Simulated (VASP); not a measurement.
VASP ran on this input.

**POSCAR**
```
KI
1
    0.0000000000     3.5350000000     3.5350000000
    3.5350000000     0.0000000000     3.5350000000
    3.5350000000     3.5350000000     0.0000000000
K I
1 1
Direct
  0.0000000000   0.0000000000   0.0000000000
  0.5000000000   0.5000000000   0.5000000000
```

File KPOINTS:
```
Automatic mesh
0
Gamma
6 6 6
0 0 0
```

**INCAR**
```
# general
SYSTEM  = KI
PREC    = Accurate
ENCUT   = 400   # plane-wave cut-off (eV)
LREAL   = F   # projection in real space or not
LASPH   = T   # aspherical one-centre terms
ADDGRID = T

# electronic loop
EDIFF   = 1E-6   # SCF stop (eV)
NELM    = 100   # most electronic steps
ALGO    = Normal   # blocked Davidson
LMAXMIX = 4

# smearing
ISMEAR  = 0   # Gaussian
SIGMA   = 0.05   # width (eV)

# functional
GGA     = PE

# ions
ISIF    = 2   # forces and stress, cell fixed

# output
LWAVE   = F
LCHARG  = F
```

POTCAR, in this order: K_sv I (PBE.64 set). Program: vasp_std.

Q: Write an equivalent input for Quantum ESPRESSO's pw.x.

A: One equivalent input (not run):
```
&CONTROL
  calculation = 'scf'
  pseudo_dir = './pseudo'
  outdir = './out'
  tprnfor = .true.
  tstress = .true.
/
&SYSTEM
  ibrav = 0
  nat = 2
  ntyp = 2
  ecutwfc = 74
  occupations = 'smearing'
  smearing = 'gaussian'
  degauss = 0.003675
  input_dft = 'pbe'
/
&ELECTRONS
  conv_thr = 7.3e-08
  electron_maxstep = 100
/
ATOMIC_SPECIES
  K 39.098 K.upf
  I 126.904 I.upf
CELL_PARAMETERS angstrom
     0.0000000    3.5350000    3.5350000
     3.5350000    0.0000000    3.5350000
     3.5350000    3.5350000    0.0000000
ATOMIC_POSITIONS crystal
  K    0.0000000  0.0000000  0.0000000
  I    0.5000000  0.5000000  0.5000000
K_POINTS automatic
  6 6 6 0 0 0
```
The two are equivalent in intent, not identical: the potentials are each code's own (VASP's PAW set, PseudoDojo norm-conserving files in pw.x), so ENCUT and ecutwfc are chosen apart and not converted; conv_thr bounds pw.x's estimated SCF error, while EDIFF bounds the energy change between steps.

The compound is KI in the rock salt structure. The cell was not relaxed at this level. The run is one of a series of settings (ADDGRID = .TRUE. against the base run), some of them coarse on purpose.
